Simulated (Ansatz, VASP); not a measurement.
This is a calculation of GaGe for VASP 6.6.1. The cell comes from a database or a generator and needn't be the stable form of this composition.

INCAR

```
PREC = Accurate ; ENCUT = 520
EDIFF = 1E-7 ; ISMEAR = -1
SIGMA = 0.05 ; LREAL = F
LASPH = T ; NELM = 80
ALGO = Normal ; ISIF = 2
LWAVE = F ; LCHARG = F
GGA = PS ; NBANDS = 20
```

Contents of KPOINTS:

```
regular mesh
0
Gamma
  8 8 8
```

POSCAR

```
GaGe
1.0
    0.0000000000      2.8978440000      2.8978440000
    2.8978440000      0.0000000000      2.8978440000
    2.8978440000      2.8978440000      0.0000000000
Ge Ga
1 1
Direct
    0.0000000000      0.0000000000      0.0000000000
    0.2500000000      0.2500000000      0.2500000000
```

Potentials or basis: VASP PAW PBE potentials, release 64 (Ge_d, Ga_d).

Launch:

```sh
$ cat potpaw_PBE.64/Ge_d/POTCAR potpaw_PBE.64/Ga_d/POTCAR > POTCAR
$ mpirun -np 1 vasp_std > vasp.out
```

Q: Set up the same calculation for Ansatz 0.2.0. Potentials or basis there: Ansatz PAW, cutoff 420 eV.

A: As run (cutoffs and basis follow the program's own potentials, and thresholds, step limits or extra output files can differ):

The input input.yaml:

```yaml
crystal:
  lattice:
    - [0.0, 2.897844, 2.897844]
    - [2.897844, 0.0, 2.897844]
    - [2.897844, 2.897844, 0.0]
  atoms:
    - { symbol: Ge, position: [0.0, 0.0, 0.0] }
    - { symbol: Ga, position: [0.25, 0.25, 0.25] }
hamiltonian:
  xc: pbesol
  pseudopotentials: { kind: paw }
kpoints:
  mp_grid: { grid: [8, 8, 8] }
scf:
  occupations: { method: fermi_dirac, width: 0.05 }
output:
  forces: true
  stress: true
  eigenvalues: true
```

Potentials or basis: Ansatz PAW.

Launch:

```console
$ ansatz run input.yaml --threads 1 --pin off --max-ram 3584MiB --backend cpu --events-out ev --progress --plain --runs-dir out
```

Both were run:

|  | VASP | Ansatz |
| --- | --- | --- |
| Pressure | -2.4 GPa | -2.4 GPa |

Ansatz's pressure holds a Pulay term of +0.03 GPa for its cutoff of 420 eV, which the other run lacks.

VASP's potentials were made for PBE. Ansatz's potentials were made for PBE.

Where Ansatz's input types no cutoff or centring, it takes its own default and a Γ-centred mesh.

Pressure is positive in compression.
